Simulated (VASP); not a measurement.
Given:

```xyz
3
Lattice="-1.5938 1.5938 3.8913 1.5938 -1.5938 3.8913 1.5938 1.5938 -3.8913" Properties=species:S:1:pos:R:3 pbc="T T T"
Si     0.0000     0.0000     5.1781
Si     0.0000     0.0000     2.6045
W      0.0000     0.0000     0.0000
```

The numbers are results of LDA (Ceperley-Alder, Perdew-Zunger), VASP's LDA PAW potentials (set 64) (plane waves; VASP), not measurements. Numerical set-up: 500 eV cut-off, 13×13×13 Γ-centred mesh, first-order Methfessel-Paxton smearing of 0.10 eV, potentials Si W_sv.

Unless said otherwise, spin-orbit coupling is left out, though it shifts the bands of the heavy elements here.

**Question.** Predict the energy per atom (σ→0), band gap (on the k-mesh) with the smallest direct gap where there is one.

**Answer.** 
| Quantity | Result |
|---|---|
| band gap (on the k-mesh) | none (metal, semimetal or under 0.01 eV) |
| energy per atom (σ→0) | -9.119 eV/atom |

The absolute energy has meaning only against runs of the same code, potentials and settings.

The compound is WSi2 in the MoSi2 type structure. It was relaxed first.
